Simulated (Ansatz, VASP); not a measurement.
# MoS2: VASP beside Ansatz, part 2 of 2

Wanted: the spread between two codes on one cell, functional and k mesh. The structure shown is the end of the Ansatz relaxation below.

VASP 6.6.1 and Ansatz 0.2.0.

So far: Set-up; Ansatz: relaxation, PBE with D3(BJ); VASP: single point, PBE with D3(BJ), pair 1; Differences.

### 6. VASP: single point, PBE with D3(BJ), pair 2

Level of this step: PBE with D3(BJ), no spin polarisation; plane waves and PAW (Mo_sv, S) (VASP).

The same cell, functional, mesh and smearing now go to VASP, with its own data sets.

The input, INCAR:

```
SYSTEM = MoS2
PREC = Accurate
ENCUT = 500
EDIFF = 1E-06
NELM = 120
ISMEAR = -1
SIGMA = 0.02
LREAL = .FALSE.
ALGO = Normal
GGA = PE
IVDW = 12
NBANDS = 32
LASPH = .TRUE.
LORBIT = 11
LWAVE = .FALSE.
LCHARG = .FALSE.
ISIF = 2
GGA_COMPAT = .FALSE.
EFERMI = MIDGAP
KPAR = 2
```

The input, POSCAR:

```
MoS2
1.0
    3.1504241272      0.0000000000      0.0000000000
   -1.5752120636      2.7283473269      0.0000000000
    0.0000000000      0.0000000000     11.9686683600
Mo S
2 4
Direct
    0.3333333526      0.6666666474      0.2500000000
    0.6666666474      0.3333333526      0.7500000000
    0.3333333140      0.6666666860      0.6193451656
    0.6666666860      0.3333333140      0.1193451656
    0.3333333140      0.6666666860      0.8806548344
    0.6666666860      0.3333333140      0.3806548344
```

The input, KPOINTS:

```
Automatic mesh
0
Gamma
10 10 3
0 0 0
```

The projector-augmented-wave data sets are Mo_sv and S (PBE family, release 64).

Command:

```console
> mpirun -np 2 vasp_std
```

Numbers of over 12 decimals in the logs are rounded to 6 here.

The program printed:

```text
[... set-up lines as in an earlier step ...]
 entering main loop
       N       E                     dE             d eps       ncg     rms          rms(c)
DAV:   1     0.447687806617E+03    0.44769E+03   -0.29380E+04  1976   0.151E+03
DAV:   2    -0.225710547721E+02   -0.47026E+03   -0.45744E+03  2192   0.391E+02
DAV:   3    -0.459298506932E+02   -0.23359E+02   -0.23165E+02  2328   0.780E+01
DAV:   4    -0.463789599369E+02   -0.44911E+00   -0.44752E+00  2200   0.110E+01
[...]
DAV:  13    -0.435167210729E+02   -0.23820E-05   -0.16674E-04  2344   0.672E-02    0.132E-02
DAV:  14    -0.435167224696E+02   -0.13967E-05   -0.13530E-05  1960   0.213E-02    0.172E-02
DAV:  15    -0.435167230471E+02   -0.57757E-06   -0.19004E-06  1896   0.797E-03
   1 F= -.46167802E+02 E0= -.46167802E+02  d E =-.508363E-10
```

From OUTCAR (step 6):

```text
 Edisp (eV)   -2.65108

  Total      -0.07159    -0.07159     0.31274     0.00000    -0.00000     0.00000
  in kB      -1.11488    -1.11488     4.87062     0.00000    -0.00000     0.00000
  external pressure =        0.88 kB  Pullay stress =        0.00 kB

 POSITION                                       TOTAL-FORCE (eV/Angst)
 -----------------------------------------------------------------------------------
      0.00000      1.81890      2.99217        -0.000000      0.000000      0.000000
      1.57521      0.90945      8.97650         0.000000      0.000000      0.000000
     -0.00000      1.81890      7.41274        -0.000000      0.000000      0.013132
      1.57521      0.90945      1.42840         0.000000     -0.000000      0.013132
     -0.00000      1.81890     10.54027        -0.000000      0.000000     -0.013132
      1.57521      0.90945      4.55593         0.000000     -0.000000     -0.013132
 -----------------------------------------------------------------------------------
    total drift:                                0.000047     -0.000027      0.000063

  FREE ENERGIE OF THE ION-ELECTRON SYSTEM (eV)
  ---------------------------------------------------
  free  energy   TOTEN  =       -46.1678023524 eV

  energy  without entropy=      -46.1678023523  energy(sigma->0) =      -46.16780235

[... 1 part as in an earlier step ...]

[... 2 further parts left out ...]
[key lines of the parts left out:]
E-fermi :   8.5038
```

The run ends at a pressure of 0.09 GPa, with forces up to 0.013 eV/Å.

### 7. Side by side

Both answers:

| quantity | Ansatz | VASP | difference |
| --- | --- | --- | --- |
| pressure (GPa) | 0.23 | 0.09 | +0.15 |
| gap on the k mesh (eV) | 0.762 | 0.780 | -0.017 |

At this near-relaxed geometry the largest component of a force difference is 13 meV/Å. A gap on the mesh is an upper bound, since the band edges may lie between its points.

### 8. Ansatz: relaxation, PBE with D3(BJ)

This run makes the geometry at which the two programs are then compared. The cell compared in this pair holds 104.81 Å³, against 102.88 Å³ for the pair before.

The structure compared here is the end of the Ansatz relaxation.

The input, input.yaml:

```yaml
crystal:
  lattice:
    - [3.14128311, 0.0, 0.0]
    - [-1.570641555, 2.7204309737, 0.0]
    - [0.0, 0.0, 12.21045964]
  atoms:
    - { symbol: Mo, position: [0.3333333, 0.6666667, 0.25] }
    - { symbol: Mo, position: [0.6666667, 0.3333333, 0.75] }
    - { symbol: S, position: [0.3333333, 0.6666667, 0.6204901] }
    - { symbol: S, position: [0.6666667, 0.3333333, 0.1204901] }
    - { symbol: S, position: [0.3333333, 0.6666667, 0.8795099] }
    - { symbol: S, position: [0.6666667, 0.3333333, 0.3795099] }
kpoints:
  mp_grid: { grid: [10, 10, 3] }
scf:
  occupations: { method: fermi_dirac, width: 0.02 }
hamiltonian:
  xc: pbe
  pseudopotentials: { kind: paw, azcp: { folder: soft_1 } }
  dispersion: d3bj
basis:
  ecutwfc: 600
output:
  forces: true
  stress: true
relax:
  f_tol: 0.005
  max_steps: 70
  cell: { stress_tol: 0.02, p_target: 0, fix: [c, alpha, beta, gamma] }
```

Command:

```console
> ansatz run input.yaml --threads 4 --pin off --max-ram 10240MiB --backend cpu --events-out ev --progress --plain --runs-dir out
```

The program printed:

```text
[...]
Crystal: 6 atoms, lattice volume = 104.346 Å³
Basis set: ecut = 600 eV, 3517 PW (Γ), exchange–correlation on 54×54×200 points (8 copies of the dense FFT grid, shifted against one another)
Bands: 32, of which v1, the nominal top of the filled ones, is band 26 counted from 1 (25 counted from 0)
Symmetry: 8 space group operations
k-points: 62 of 300
[...]
cell:  # Å, volume = 104.8146 Å³
    - [3.148324, -6.499140897899239e-19, 0]
    - [-1.574162, 2.726529, 0]
    - [0, 0, 12.21045964]
  atoms:
    - { symbol: Mo, position: [0.333333, 0.666667, 0.250000] }
    - { symbol: Mo, position: [0.666667, 0.333333, 0.75] }
    - { symbol: S, position: [0.333333, 0.666667, 0.621623] }
    - { symbol: S, position: [0.666667, 0.333333, 0.121623] }
    - { symbol: S, position: [0.333333, 0.666667, 0.878377] }
    - { symbol: S, position: [0.666667, 0.333333, 0.378377] }
[key lines of the parts left out:]
SCF converged after 6 iterations
Free energy (F): -13528.169886 eV
Fermi energy:    11.683329 eV
P = ⅓ Tr σ = -0.1978 GPa (-1.978 kbar)
```

### 9. VASP: single point, PBE with D3(BJ), pair 3

The same cell, functional, mesh and smearing now go to VASP, with its own data sets.

INCAR is that of step 6.

The input, POSCAR:

```
MoS2
1.0
    3.1483243378      0.0000000000      0.0000000000
   -1.5741621689      2.7265288559      0.0000000000
    0.0000000000      0.0000000000     12.2104596400
Mo S
2 4
Direct
    0.3333333927      0.6666666073      0.2500000000
    0.6666666073      0.3333333927      0.7500000000
    0.3333332740      0.6666667260      0.6216227412
    0.6666667260      0.3333332740      0.1216227412
    0.3333332740      0.6666667260      0.8783772588
    0.6666667260      0.3333332740      0.3783772588
```

KPOINTS is that of step 6.

Command:

```console
> mpirun -np 2 vasp_std
```

The program printed:

```text
[... set-up lines as in an earlier step ...]
 entering main loop
       N       E                     dE             d eps       ncg     rms          rms(c)
DAV:   1     0.433727518100E+03    0.43373E+03   -0.29232E+04  2008   0.150E+03
DAV:   2    -0.248298451425E+02   -0.45856E+03   -0.44756E+03  2224   0.387E+02
DAV:   3    -0.459967474067E+02   -0.21167E+02   -0.21008E+02  2288   0.746E+01
DAV:   4    -0.464431620173E+02   -0.44641E+00   -0.44550E+00  2184   0.107E+01
[...]
DAV:  13    -0.435684241348E+02   -0.51059E-05   -0.15613E-04  2384   0.648E-02    0.110E-02
DAV:  14    -0.435684263147E+02   -0.21799E-05   -0.12131E-05  1960   0.199E-02    0.166E-02
DAV:  15    -0.435684269149E+02   -0.60023E-06   -0.22268E-06  1944   0.865E-03
   1 F= -.46168233E+02 E0= -.46168233E+02  d E =-.398593E-11
```

OUTCAR, selected parts (step 9):

```text
 Edisp (eV)   -2.59981

  Total      -0.08546    -0.08546    -0.49709     0.00000    -0.00000    -0.00000
  in kB      -1.30632    -1.30632    -7.59846     0.00000    -0.00000    -0.00000
  external pressure =       -3.40 kB  Pullay stress =        0.00 kB

 POSITION                                       TOTAL-FORCE (eV/Angst)
 -----------------------------------------------------------------------------------
      0.00000      1.81769      3.05261         0.000000     -0.000000      0.000000
      1.57416      0.90884      9.15784        -0.000000      0.000000      0.000000
     -0.00000      1.81769      7.59030         0.000000     -0.000000      0.013057
      1.57416      0.90884      1.48507        -0.000000      0.000000      0.013057
     -0.00000      1.81769     10.72539         0.000000     -0.000000     -0.013057
      1.57416      0.90884      4.62016        -0.000000      0.000000     -0.013057
 -----------------------------------------------------------------------------------
    total drift:                               -0.000246      0.000142     -0.000006

  FREE ENERGIE OF THE ION-ELECTRON SYSTEM (eV)
  ---------------------------------------------------
  free  energy   TOTEN  =       -46.1682330752 eV

  energy  without entropy=      -46.1682330752  energy(sigma->0) =      -46.16823308

[... 1 part as in an earlier step ...]

[... 2 further parts left out ...]
[key lines of the parts left out:]
E-fermi :   8.2246
```

The run ends at a pressure of -0.34 GPa, with forces up to 0.013 eV/Å.

### 10. Side by side

Compared:

| quantity | Ansatz | VASP | difference |
| --- | --- | --- | --- |
| pressure (GPa) | -0.20 | -0.34 | +0.14 |
| gap on the k mesh (eV) | 0.882 | 0.898 | -0.016 |

At this near-relaxed geometry the largest component of a force difference is 12 meV/Å. A gap on the mesh is an upper bound, since the band edges may lie between its points.

### 11. Outcome

| Quantity | Value |
| --- | --- |
| difference in gap on the k mesh (single point, PBE with D3(BJ), pair 1) | -0.017 eV |
| r.m.s. force difference (single point, PBE with D3(BJ), pair 1) | 6.0 meV/Å |
| difference in gap on the k mesh (single point, PBE with D3(BJ), pair 2) | -0.017 eV |
| r.m.s. force difference (single point, PBE with D3(BJ), pair 2) | 6.3 meV/Å |
| difference in gap on the k mesh (single point, PBE with D3(BJ), pair 3) | -0.016 eV |

**Reading.** The r.m.s. force difference is 6.3 meV/Å (single point, PBE with D3(BJ), pair 2), within the 12 meV/Å picked in this series as the mark of a large difference. 4 further runs of this series are not shown here. How closely two codes agree says nothing of how well the functional describes the real material.

[Lines on the potential files, build, host, timing and source positions are cut from VASP's logs without a mark.]

[Logs are printed without paths, hosts, clocks, repeated set-up lines and the standing remarks that a program may print on its own settings, such as how far it seeks lower states.]

[Hosts, paths, dates, database ids (printed as entryN), source tags and the programs' standing remarks are cut or masked in the printed files.]
